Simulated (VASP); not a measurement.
Consider the following.

```xyz
3
Lattice="4.5747 0.0000 0.0000 -2.2874 3.9618 0.0000 0.0000 0.0000 2.7596" Properties=species:S:1:pos:R:3 pbc="T T T"
Pd     0.0000     0.0000     0.0000
Ge     0.0000     2.6412     1.3798
Ge     2.2874     1.3206     1.3798
```

These are r2SCAN meta-GGA, VASP's PBE PAW potentials (set 64) (plane waves; VASP) values and carry that method's errors. Settings: 400 eV cut-off, 9×9×12 Γ-centred mesh, tetrahedra with Blöchl corrections, potentials Pd Ge_d.

Q: Predict the energy per atom (σ→0), band gap (over mesh and band path) with the smallest direct gap where there is one.

A: 
```json
{
  "band gap (over mesh and band path)": "none (metal, semimetal or under 0.01 eV)",
  "energy per atom (σ→0)": "-16.652 eV/atom"
}
```

The structure was generated: Ge2Pd was put into the AlB2 type (P6/mmm), which need not be its known phase. It was relaxed first, which changed the volume by -41 %.
